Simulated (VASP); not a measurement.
Given:

```yaml
crystal:
  lattice:
    - [-1.62298, 1.62298, 1.62298]
    - [1.62298, -1.62298, 1.62298]
    - [1.62298, 1.62298, -1.62298]
  atoms:
    - { symbol: W, position: [0.00000, 0.00000, 0.00000] }
```

All values below come from vdW-DF2, VASP's PBE PAW potentials (set 64) (plane waves; VASP). Run with 520 eV cut-off, Gaussian smearing of 0.050 eV, potentials W_sv.

Unless said otherwise, spin-orbit coupling is left out, though it shifts the bands of the heavy elements here.

Task: Estimate the band gap (along the path) with the smallest direct gap where there is one.

Result: 
| Property | Value |
|---|---|
| band gap (along the path) | none (metal, semimetal or under 0.01 eV) |

The absolute energy has meaning only against runs of the same code, potentials and settings.

The compound is W in the bcc structure. It was relaxed first, which changed the volume by +8 %.
